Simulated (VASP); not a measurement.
Data:

```
CELL_PARAMETERS angstrom
      0.00000     2.30646     2.30646
      2.30646     0.00000     2.30646
      2.30646     2.30646     0.00000
ATOMIC_POSITIONS crystal
  Zr 0.00000 0.00000 0.00000
  N  0.50000 0.50000 0.50000
```

Calculation: revPBE GGA, VASP's PBE PAW potentials (set 64) (plane waves; VASP). Settings: 520 eV cut-off, Gaussian smearing of 0.050 eV, potentials Zr_sv N.

Task: Give the energies of bands 6 to 11 at the high-symmetry points, in eV from the Fermi level.

Result: 
```
band      Γ      X      U      L      W
----  -----  -----  -----  -----  -----
6     -2.67  -4.62  -5.49  -7.60  -5.40
7     -2.67  -3.44  -4.78  -5.64  -4.76
8     -2.67  -3.19  -4.45  -5.64  -4.76
9     -0.42  -3.19  -0.73   2.90   0.96
10    -0.42   3.24   3.28   2.96   0.96
11    -0.42   4.36   3.53   2.96   4.37
```

It has no gap at this level: it comes out as a metal or semimetal.

The compound is ZrN in the rock salt structure. It was relaxed first. The electron count is odd and the run is not spin-polarised, which forces a metal.
